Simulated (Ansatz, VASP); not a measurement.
## NaMg2Si2: VASP beside Ansatz

```xyz
5
Lattice="4.8184 0.0000 0.0000 -2.4092 4.1729 0.0000 0.0000 0.0000 4.5526" Properties=species:S:1:pos:R:3 pbc="T T T"
Na    0.0000    0.0000    2.2763
Mg    0.0000    2.7819    2.2763
Mg    2.4092    1.3910    2.2763
Si    0.0000    2.7819    0.0000
Si    2.4092    1.3910    0.0000
```

Alike in both runs: task relaxation of cell and atoms; functional PBE; k mesh 6 × 6 × 4; occupations gaussian, width 0.1 eV; no spin polarisation.

|  | VASP | Ansatz |
| --- | --- | --- |
| version | VASP 6.6.1 | Ansatz 0.2.0 |
| potentials or method | VASP PAW PBE potentials, release 64 (Na_pv, Mg, Si) | scalar-relativistic, plane waves, PAW |
| plane-wave cutoff (eV) | 600 | 420 |
| valence electrons in the cell | 19 | 37 |

```csv
,VASP,Ansatz,Ansatz less VASP
"gap on the k mesh at the Fermi level, each at its own relaxed structure (eV)",none,none,-
relaxed volume (Å³/atom),25.96,25.60,-0.363
relaxed cell length with the largest relative difference (Å),5.398,5.357,-0.0409
energy change over the relaxation (meV/atom),-387,-385,+2.0
```

A gap of «none» marks a metal or a gap that the smearing closes. The two sets of potentials don't hold the same shells in valence.

Caveats: the volume moved by over 15 % at a fixed basis, so the end points are rough (VASP).
